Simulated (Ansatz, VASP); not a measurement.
# Cross-check of PtSe2 (Sudovikovite) between VASP and Ansatz

Wanted: the spread between two codes on one cell, functional and k mesh. The cell is taken from a series of runs on this material, whose earlier steps may have relaxed, scaled, displaced or heated it; both programs get it as it stands.

Method: plane waves, with VASP 6.6.1 beside it; relaxation of cell and atoms at LDA, in Ansatz 0.2.0.

### 1. The structure

The structure is trigonal, space group P-3m1 (No. 164). Conventional cell: a = 3.741 Å, b = 3.741 Å, c = 4.762 Å, α = 90.00°, β = 90.00°, γ = 120.00°. Nearest to Pt lie 6 Se at 2.50 Å. Nearest to Se lie 3 Pt at 2.50 Å. Farther neighbours and most contacts between anions are not listed.

### 2. Ansatz: relaxation of cell and atoms, LDA

Ansatz runs on its default PAW (the set named soft_2) files.

The relaxed volume is the usual yardstick between codes: in a stiff, nearly cubic crystal its relative difference is about their pressure difference at one cell divided by the bulk modulus.

input.yaml

```yaml
crystal:
  lattice:
    - [3.7413538426, 0.0, 0.0]
    - [-1.8706769213, 3.2401074722, 0.0]
    - [0.0, 0.0, 4.761837148]
  atoms:
    - { symbol: Pt, position: [0.0, 0.0, 0.0] }
    - { symbol: Se, position: [0.3333333333, 0.6666666667, 0.2646720229] }
    - { symbol: Se, position: [0.6666666667, 0.3333333333, 0.7353279771] }
kpoints:
  mp_grid: { grid: [15, 15, 10] }
hamiltonian:
  xc: lda
scf:
  occupations: { method: methfessel_paxton, width: 0.2 }
output:
  forces: true
  stress: true
  eigenvalues: true
relax:
  adjacent_minimum: "off"
  f_tol: 0.001
  max_steps: 60
  cell: { stress_tol: 0.01 }
```

Command:

```bash
$ ansatz run input.yaml --threads 8 --pin off --max-ram 14336MiB --backend cpu --events-out ev --progress --plain --runs-dir out
```

Numbers of over 12 decimals in the logs are rounded to 6 here.

Log:

```text
Engine: ansatz 0.2.0, aarch64-unknown-linux-gnu
Pseudopotentials: kind: paw
Pseudopotential: Pt, paw, valence charge 18, recommended cutoff 420 eV (normal), Pt.paw.azcp
Pseudopotential: Se, paw, valence charge 16, recommended cutoff 420 eV (normal), Se.paw.azcp
Functional definition: SPW92
  exchange = slater_x
  correlation = pw_c
Crystal: 3 atoms, lattice volume = 57.725 Å³
Basis set: ecut = 420 eV, 1119 PW (Γ)
Bands: 30, of which v1, the nominal top of the filled ones, is band 25 counted from 1 (24 counted from 0)
Symmetry: 12 space group operations
Space group: P-3m1 (ITA 164), of the structure as read, at distance tolerance 3.9e-5 Å
k-points: 238 of 2250
Non-local potential: Pt, projectors of the file, l = 0: 3, l = 1: 2, l = 2: 2, l = 3: 1
Non-local potential: Se, projectors of the file, l = 0: 2, l = 1: 2, l = 2: 3, l = 3: 1
PAW form: soft (Blöchl's): semilocal exchange-correlation on the pseudo side does not see the compensation charge
PAW frozen core: Pt, regenerated for the run's functional, and the local potential with it (the file was generated under x = pbe(κ = 0.804, μ = 0.219515), c = pbe(β = 0.066725))
PAW frozen core: Se, regenerated for the run's functional, and the local potential with it (the file was generated under x = pbe(κ = 0.804, μ = 0.219515), c = pbe(β = 0.066725))
PAW one-centre angular grid: Pt, 590 points (default); XC on 64 Gauss nodes
PAW one-centre angular grid: Se, 590 points (default); XC on 64 Gauss nodes
Initial density: superposition of atomic densities (neutral atoms: chi_scale 0, normalization atom), corrected by the library's trained network
Initial wavefunctions: pseudopotential atomic-orbital guess
Functional: x = slater, c = lda
SCF iter   1: F=—  HF=-23012.778611 eV  |F-HF|=—  |Δ(HF+E_count)|=         —  Δρ=5.28e-3  dr2=8.86e-3  ethr=1.77e-3  ⟨swp⟩=5.1  Hψ=26771  notcnv=0
preconditioner: auto → LDOS  [metal: Δε(μ)=0.015 eV  Ē_g=10.223 eV  σ=0.200 eV  W_gap=0.06  n_scr=22 (ndim 8)  ℏωp=22.9 eV  f_vac=0.020  D(μ)=0.72/eV (n_scr^D=2)  β→1.0]
SCF iter   2: F=—  HF=-23012.778504 eV  |F-HF|=—  |Δ(HF+E_count)|=   1.07e-4  S|Δr|=    0.00e0  Δρ=1.95e-3  dr2=2.99e-3  ethr=1.77e-5  ⟨swp⟩=2.0  Hψ=14047  notcnv=0
SCF iter   3: F=—  HF=-23012.777540 eV  |F-HF|=—  |Δ(HF+E_count)|=   9.63e-4  S|Δr|=    0.00e0  Δρ=4.73e-4  dr2=1.79e-4  ethr=5.97e-6  ⟨swp⟩=2.0  Hψ=12429  notcnv=0
SCF iter   4: F=—  HF=-23012.777466 eV  |F-HF|=—  |Δ(HF+E_count)|=   7.43e-5  S|Δr|=    0.00e0  Δρ=9.20e-5  dr2=6.15e-6  ethr=3.58e-7  ⟨swp⟩=2.7  Hψ=13223  notcnv=0
SCF iter   5: F=—  HF=-23012.777466 eV  |F-HF|=—  |Δ(HF+E_count)|=   5.24e-7  S|Δr|=    0.00e0  Δρ=2.41e-5  dr2=3.19e-7  ethr=1.23e-8  ⟨swp⟩=2.0  Hψ=9215  notcnv=0
SCF iter   6: F=-23012.777466 eV  HF=-23012.777466 eV  |F-HF|=3.36e-9  |Δ(HF+E_count)|=   4.31e-8  S|Δr|=    0.00e0  Δρ=4.72e-6  dr2=9.85e-9  ethr=2.00e-10  ⟨swp⟩=5.8  Hψ=31171  notcnv=0
SCF 1 converged in 6 iterations: F = -23012.777466 eV  dr2 = 9.85e-9
  greatest PAW one-centre occupation: 1.000 electrons in one spin orbital (limit 2), on the Se atom at site 2 (counted from 0), in its partial waves of l = 2
relax step   1: F+E_penalty+E_count = -23012.77746555 eV  Δ(F+E_penalty+E_count) = +0.000e0 eV  max|allowed force component| = 1.072e-3 eV/Å  Δτ_max = 0.0000 Å  P = -0.007 GPa  Ω = 57.725 Å³  (6 SCF iters, dr2 threshold 1.00e-7 eV, accepted)
[...]
relax step   2: F+E_penalty+E_count = -23012.77746697 eV  Δ(F+E_penalty+E_count) = -1.419e-6 eV  max|allowed force component| = 1.117e-3 eV/Å  Δτ_max = 0.0001 Å  P = +0.003 GPa  Ω = 57.720 Å³  energy of the carried Pulay correction = +1.108e-6 eV  (4 SCF iters, dr2 threshold 5.41e-10 eV, accepted)
[...]
relax step   3: F+E_penalty+E_count = -23012.77746812 eV  Δ(F+E_penalty+E_count) = -1.147e-6 eV  max|allowed force component| = 7.369e-5 eV/Å  Δτ_max = 0.0002 Å  P = +0.003 GPa  Ω = 57.716 Å³  energy of the carried Pulay correction = +2.158e-6 eV  (4 SCF iters, dr2 threshold 7.80e-11 eV, accepted)
[...]
relax step   4: F+E_penalty+E_count = -23012.77746675 eV  Δ(F+E_penalty+E_count) = +1.369e-6 eV  max|allowed force component| = 6.719e-5 eV/Å  Δτ_max = 0.0000 Å  P = +0.003 GPa  Ω = 57.716 Å³  stress off target by 3.36e-3 GPa  SCF on the basis re-selected at this cell (its energy is not comparable with the rows above)  (5 SCF iters)
basis re-selected at this cell: Δ(F+E_penalty+E_count) = +1.369e-6 eV, ΔP = +0.000 GPa vs the last step (what re-selecting the basis moved, of the pressure what is left beyond the Pulay correction that the steps carried, after the strain that the cell walked since its last selection, with what the two solves' SCF thresholds leave and, on support functions, any second-order correction that the steps lacked; it is no m [...]
SCF converged after 5 iterations
Stability not checked: this state was not tested for a lower state beside it, because cold or Methfessel-Paxton smearing, or corrected tetrahedra, fill the levels in a way that the test cannot read (fill_not_monotonic; see scf.lower_state_search)
Free energy (F): -23012.777467 eV
Harris-Foulkes:  -23012.777467 eV  (|F-HF|=0.00e0)
Internal energy: -23012.778193 eV  (E = F + TS)
E sigma→0 (E₀):  -23012.777648 eV
Entropy (-TS):   0.000726 eV (0.242 meV/atom)
Fermi energy:    13.906626 eV
--- Per-component energies (eV) ---
  E_band       = -931.421113
  E_kinetic    = 877.987208
  E_local      = -6410.151722  (includes V_loc(G=0)·N_el)
  E_nonlocal   = -969.427745
  E_hartree    = 2971.642996
  E_xc         = -468.923962
  E_vxc        = -501.500701  (∫ρ·V_xc dr)
  E_paw        = -12833.413674  (= ΣΔE_a)
  E_vpaw       = 128.386939  (= ΣTr[D̂ρ^β])
  E_aug_tail   = -0.001054  (compensation charges beyond the density's cutoff)
  E_ewald      = -6185.388834
  E_core_change = 4.898594  (= ΣΔE_core)
  E_smearing   = 0.000726  (= −TS)
  E_closure    = 0.000000  (closes the sum)
  Σ components = -23012.777467   (vs F -23012.777467, Δ=0.00e0)
--- Forces (eV/Å), atoms counted from 1 ---
  atom   1  Pt    -0.00000000     0.00000000     0.00000000
  atom   2  Se    -0.00000000     0.00000000    -0.00006719
  atom   3  Se    -0.00000000    -0.00000000     0.00006719
  max |Σ_I F_I| component: 2.31e-18 eV/Å
--- Stress (GPa, compression-positive) ---
        0.003365      -0.000000      -0.000000
       -0.000000       0.003365       0.000000
       -0.000000       0.000000       0.000884
  P = ⅓ Tr σ = 0.0025 GPa (0.025 kbar)
--- Band table (eV; the first three rows and the last of 238) ---
  k-point 0: bands = [... 21 lower, 11.4099, 12.8803, 12.8803, 14.7548, 15.0250, 15.0250, 17.0757, 18.0536, ... 1 higher]
  k-point 1: bands = [... 21 lower, 11.4031, 12.7913, 12.7913, 14.4272, 15.1564, 15.1564, 17.1897, 18.3684, ... 1 higher]
  k-point 2: bands = [... 21 lower, 11.3740, 12.5863, 12.5863, 13.7079, 15.4834, 15.4834, 17.5278, 19.0406, ... 1 higher]
  k-point 237: bands = [... 21 lower, 9.4990, 10.3628, 11.3781, 11.3781, 16.3473, 16.3473, 20.6318, 21.4150, ... 1 higher]
--- Relaxed structure (3 steps of the walk, 3 accepted, 1 SCFs on fresh bases) ---
  F+E_penalty+E_count = -23012.77746675 eV   max|allowed force component| = 6.719e-5 eV/Å   (the final SCF, on the basis selected at the relaxed cell)
  cell:  # Å, volume = 57.7163 Å³
    - [3.741463, 0, 0]
    - [-1.870731, 3.240202, 0]
    - [0, 0, 4.760855]
  atoms:
    - { symbol: Pt, position: [0, 0, 0] }
    - { symbol: Se, position: [0.333333, 0.666667, 0.264686] }
    - { symbol: Se, position: [0.666667, 0.333333, 0.735314] }
```

### 3. VASP: relaxation of cell and atoms, LDA

The same cell, functional (in two slightly different forms), mesh and smearing now go to VASP, with its own data sets.

Lines of VASP's logs that name or quote its potential files are left out, and so is its time.

INCAR

```
SYSTEM = PtSe2
PREC = Accurate
ENCUT = 500
EDIFF = 1E-07
NELM = 120
ISMEAR = 1
SIGMA = 0.2
LREAL = .FALSE.
ALGO = Normal
GGA = PW92
NBANDS = 17
LASPH = .TRUE.
LORBIT = 11
LWAVE = .FALSE.
LCHARG = .FALSE.
ISIF = 3
IBRION = 2
NSW = 80
EDIFFG = -0.005
GGA_COMPAT = .FALSE.
NELMIN = 4
```

POSCAR

```
PtSe2
1.0
    3.7413540000      0.0000000000      0.0000000000
   -1.8706770000      3.2401070000      0.0000000000
    0.0000000000      0.0000000000      4.7618370000
Pt Se
1 2
Direct
    0.0000000000      0.0000000000      0.0000000000
    0.3333333333      0.6666666667      0.2646720163
    0.6666666667      0.3333333333      0.7353279837
```

KPOINTS

```
Automatic mesh
0
Gamma
15 15 10
0 0 0
```

The projector-augmented-wave data sets are Pt and Se (LDA family, release 64).

Command:

```bash
$ mpirun -np 1 vasp_std
```

Log:

```text
[banner, memory and clock lines left out]
running    1 mpi-ranks, on    1 nodes
 distrk:  each k-point on    1 cores,    1 groups
 distr:  one band on    1 cores,    1 groups

 POSCAR found type information on POSCAR PtSe
 POSCAR found :  2 types and       3 ions
|                                                                             |
|               ----> ADVICE to this user running VASP <----                  |
|                                                                             |
|     You enforced a specific xc type in the INCAR file but a different       |
|     [... a line on the potential file left out ...]
|     I HOPE YOU KNOW WHAT YOU ARE DOING!                                     |
|                                                                             |

 LDA part: xc-table for (Slater(with rela. corr.)+PW92), standard interpolation
 POSCAR, INCAR and KPOINTS ok, starting setup
 FFT: planning ... GRIDC
 FFT: planning ... GRID_SOFT
 FFT: planning ... GRID
 WAVECAR not read
 entering main loop
       N       E                     dE             d eps       ncg     rms          rms(c)
DAV:   1     0.105882589525E+03    0.10588E+03   -0.10031E+04  8212   0.111E+03
DAV:   2    -0.132595425075E+02   -0.11914E+03   -0.11574E+03 10363   0.216E+02
DAV:   3    -0.178408805225E+02   -0.45813E+01   -0.45467E+01  9515   0.436E+01
DAV:   4    -0.178745428251E+02   -0.33662E-01   -0.33643E-01 10687   0.406E+00
DAV:   5    -0.178748580244E+02   -0.31520E-03   -0.31519E-03 10153   0.369E-01    0.130E+01
DAV:   6    -0.173179780620E+02    0.55688E+00   -0.43418E+00  8247   0.189E+01    0.805E+00
DAV:   7    -0.171145665359E+02    0.20341E+00   -0.83452E-01  8219   0.922E+00    0.400E+00
DAV:   8    -0.170867360608E+02    0.27830E-01   -0.57639E-02  8898   0.171E+00    0.791E-01
DAV:   9    -0.170838901196E+02    0.28459E-02   -0.65965E-03  9138   0.771E-01    0.204E-01
DAV:  10    -0.170838703300E+02    0.19790E-04   -0.10661E-03  9461   0.209E-01    0.399E-02
DAV:  11    -0.170838658759E+02    0.44540E-05   -0.46221E-05  9991   0.564E-02    0.252E-02
DAV:  12    -0.170838648182E+02    0.10577E-05   -0.41734E-06  9055   0.133E-02    0.298E-03
DAV:  13    -0.170838647010E+02    0.11718E-06   -0.51841E-07  9317   0.590E-03    0.138E-03
DAV:  14    -0.170838647004E+02    0.60390E-09   -0.44351E-08  4470   0.159E-03
   1 F= -.17083865E+02 E0= -.17084089E+02  d E =-.170839E+02
[...]
2 F= -.17083579E+02 E0= -.17083815E+02  d E =0.285347E-03
[...]
3 F= -.17084012E+02 E0= -.17084240E+02  d E =-.146841E-03
[...]
4 F= -.17084012E+02 E0= -.17084240E+02  d E =-.146806E-03
[...]
5 F= -.17084022E+02 E0= -.17084252E+02  d E =-.100929E-04
 ZBRENT: can't locate minimum, use default step
 trial-energy change:   -0.000010  1 .order   -0.000010   -0.000011   -0.000009
 step:   3.4892(harm=  4.5693)  dis= 0.00151  next Energy=   -17.084041 (dE=-0.291E-04)
 bond charge predicted
       N       E                     dE             d eps       ncg     rms          rms(c)
DAV:   1    -0.170841510656E+02   -0.12946E-03   -0.61032E-03  8112   0.529E-01    0.695E-02
DAV:   2    -0.170840680635E+02    0.83002E-04   -0.63994E-04  8575   0.238E-01    0.376E-02
DAV:   3    -0.170840452782E+02    0.22785E-04   -0.49806E-05  9870   0.711E-02    0.140E-02
DAV:   4    -0.170840402191E+02    0.50590E-05   -0.29422E-05  8695   0.300E-02    0.535E-03
DAV:   5    -0.170840401767E+02    0.42487E-07   -0.10635E-06  8998   0.675E-03    0.335E-03
DAV:   6    -0.170840401829E+02   -0.62164E-08   -0.99893E-08  5752   0.275E-03
   6 F= -.17084040E+02 E0= -.17084277E+02  d E =-.286767E-04
 curvature:  -2.10 expect dE=-0.363E-05 dE for cont linesearch -0.253E-05
 trial: gam=-0.17001 g(F)=  0.284E-06 g(S)=  0.145E-05 ort = 0.393E-05 (trialstep = 0.140E+01)
 search vector abs. value=  0.766E-06
 reached required accuracy - stopping structural energy minimisation
```

From OUTCAR (step 3):

```text
ion  position               nearest neighbor table
   1  0.000  0.000  0.000-   2 2.50   3 2.50   3 2.50   2 2.50   3 2.50   2 2.50
   2  0.333  0.667  0.265-   1 2.50   1 2.50   1 2.50
   3  0.667  0.333  0.735-   1 2.50   1 2.50   1 2.50

  LATTYP: Found a hexagonal cell.
 ALAT       =     3.7413540000
 C/A-ratio  =     1.2727576701

 Subroutine GETGRP returns: Found 12 space group operations
 (whereof 12 operations were pure point group operations)

The static configuration has the point symmetry D_3d.

 Found    238 irreducible k-points:

   k-points           NKPTS =    238   k-points in BZ     NKDIM =    238   number of bands    NBANDS=     17

   dimension x,y,z NGX =    28 NGY =   28 NGZ =   36
   dimension x,y,z NGXF=    56 NGYF=   56 NGZF=   72

   ENCUT  =  500.0 eV  36.75 Ry    6.06 a.u.   6.82  6.82  8.68*2*pi/ulx,y,z

   NELECT =      22.0000    total number of electrons

 k-points in reciprocal lattice and weights: Automatic mesh
   0.00000000  0.00000000  0.00000000       0.000
   0.06666667  0.00000000  0.00000000       0.003
   0.13333333  0.00000000  0.00000000       0.003
   0.20000000  0.00000000  0.00000000       0.003
   0.26666667  0.00000000  0.00000000       0.003
   0.33333333  0.00000000  0.00000000       0.003
   0.40000000  0.00000000  0.00000000       0.003
   0.46666667  0.00000000  0.00000000       0.003
   0.06666667  0.06666667  0.00000000       0.003
[...]
0.33333333  0.26666667  0.50000000       0.005
   0.33333333  0.33333333  0.50000000       0.001

 average (electrostatic) potential at core
       1 -68.0335       2 -58.2977       3 -58.2977

 E-fermi :   7.0644

 k-point     1 :       0.0000    0.0000    0.0000
  band No.  band energies     occupation
    ...
      6       3.1575      2.00000
      7       3.1575      2.00000
      8       4.5853      2.00000
      9       6.0502      2.00000
     10       6.0502      2.00000
     11       7.9281     -0.00000
     12       8.1710     -0.00000
     13       8.1710     -0.00000
     14      10.2390     -0.00000
     15      11.2490      0.00000
    ...

 k-point     2 :       0.0667    0.0000    0.0000
  band No.  band energies     occupation
    ...
      6       3.0918      2.00000
      7       3.1210      2.00000
      8       4.4755      2.00000
      9       5.8185      2.00000
     10       5.9671      2.00000
     11       7.4212     -0.03015
     12       8.2402     -0.00000
     13       8.5029     -0.00000
     14      10.6012     -0.00000
     15      11.5531      0.00000
    ...

 k-point     3 :       0.1333    0.0000    0.0000
  band No.  band energies     occupation
    ...
      7       3.0273      2.00000
      8       4.1418      2.00000
      9       5.4114      2.00000
     10       5.7324      2.00000
     11       6.7879      2.06475
     12       8.4351     -0.00000
     13       8.7215     -0.00000
     14      11.3484      0.00000
     15      12.2717      0.00000
     16      13.8091      0.00000
    ...

  Total        0.0028697      0.0028697     -0.0085775      0.0000000      0.0000000      0.0000000
  in kB        0.0795707      0.0795707     -0.2378352      0.0000000      0.0000000      0.0000000
  external PRESSURE =      -0.0262313 kB  Pullay stress =       0.0000000 kB

  energy-cutoff  :      500.00
  volume of cell :       57.78
      direct lattice vectors                 reciprocal lattice vectors
     3.744253750 -0.000000000  0.000000000     0.267075916  0.154196381  0.000000000
    -1.872126875  3.242618256 -0.000000000     0.000000000  0.308392762  0.000000000
    -0.000000000 -0.000000000  4.759184704     0.000000000  0.000000000  0.210120023

 POSITION                                       TOTAL-FORCE (eV/Angst)
 -----------------------------------------------------------------------------------
      0.00000     -0.00000     -0.00000         0.000000     -0.000000      0.000000
     -0.00000      2.16175      1.26181        -0.000000     -0.000000      0.001716
      1.87213      1.08087      3.49738         0.000000      0.000000     -0.001716
 -----------------------------------------------------------------------------------
    total drift:                               -0.000000      0.000000      0.000000

  FREE ENERGIE OF THE ION-ELECTRON SYSTEM (eV)
  ---------------------------------------------------
  free  energy   TOTEN  =       -17.0840401829 eV

  energy  without entropy=      -17.0847505166  energy(sigma->0) =      -17.08427696

 reached required accuracy - stopping structural energy minimisation

 total charge
# of ion       s       p       d       tot
------------------------------------------
    1        0.688   0.699   8.065   9.452
    2        1.492   2.226   0.076   3.794
    3        1.492   2.226   0.076   3.794
--------------------------------------------------
tot          3.672   5.150   8.217  17.039

[... 3 further parts left out ...]
```

CONTCAR:

```
PtSe2
   1.00000000000000
     3.7442537501641620   -0.0000000000000000    0.0000000000000000
    -1.8721268750820810    3.2426182558918599   -0.0000000000000000
    -0.0000000000000000   -0.0000000000000000    4.7591847039670503
  Pt              Se
     1     2
Direct
     0.0000000000000000    0.0000000000000000    0.0000000000000000
     0.3333333332999970    0.6666666667000030    0.2651312060168178
     0.6666666667000030    0.3333333332999970    0.7348687939831823
```

The run keeps the 12 symmetry operations of its start, so it cannot find a distortion of lower symmetry.

### 4. Side by side

Known differences besides the potentials themselves: the data sets hold 50 valence electrons in Ansatz (on its default PAW (the set named soft_2) files) and 22 in VASP; the cutoff is 420 eV in Ansatz and 500 eV in VASP; VASP's log shows a relativistic correction to its local exchange, Ansatz's none; Ansatz adds a Pulay correction to the stress that steers its cell, VASP none. Total energies have different zeros and are not compared.

The two programs side by side:

| quantity | Ansatz | VASP | difference |
| --- | --- | --- | --- |
| volume (Å³) | 57.72 | 57.78 | -0.11 % |
| edge a after relaxation, in the typed setting (Å) | 3.741 | 3.744 | -0.07 % |
| edge c after relaxation, in the typed setting (Å) | 4.761 | 4.759 | +0.04 % |

### 5. Outcome

```
difference in volume (relaxation of cell and atoms, LDA) : -0.11 %
```

**Reading.** The difference in volume is -0.11 % (relaxation of cell and atoms, LDA), within the 1.2 % picked in this series as the mark of a large difference, as far as the stopping tolerances let one tell. The data sets hold unlike numbers of valence electrons (50 in Ansatz and 22 in VASP), so part of the differences comes from the potentials. How closely two codes agree says nothing of how well the functional describes the real material.

[Lines on the potential files, build, host, timing and source positions are cut from VASP's logs without a mark.]

[Logs are printed without paths, hosts, clocks, repeated set-up lines and the standing remarks that a program may print on its own settings, such as how far it seeks lower states.]

[Hosts, paths, dates, database ids (printed as entryN), source tags and the programs' standing remarks are cut or masked in the printed files.]
